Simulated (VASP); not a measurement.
Here is the system:

```xyz
6
Lattice="4.3828 0.0000 0.0000 0.0000 4.3828 0.0000 0.0000 0.0000 8.7693" Properties=species:S:1:pos:R:3 pbc="T T T"
Tb     0.0000     2.1914     6.3984
Tb     2.1914     0.0000     2.3709
Te     0.0000     0.0000     0.0000
Te     2.1914     2.1914     0.0000
Te     0.0000     2.1914     3.2562
Te     2.1914     0.0000     5.5131
```

All values below come from PBEsol GGA with spin-orbit coupling, VASP's PBE PAW potentials (set 64) (plane waves; VASP). Settings: 400 eV cut-off, 6×6×3 Γ-centred mesh, Gaussian smearing of 0.050 eV, potentials Tb_3 Te.

The 4f electrons are frozen in the core of the lanthanide potential, so 4f levels, which can set the real gap, and their magnetism are missing.

**Question.** What does the run give for the energy per atom (σ→0), band gap (over mesh and band path) with the smallest direct gap where there is one?

**Answer.** 
```yaml
band gap (over mesh and band path): none (metal, semimetal or under 0.01 eV)
energy per atom (σ→0): -5.386 eV/atom
```

Only differences to runs with the same potentials and settings are physical.

The structure comes from a computed database's TbTe2 entry (P4/nmm); how it stands against other phases isn't given here. It was relaxed first.
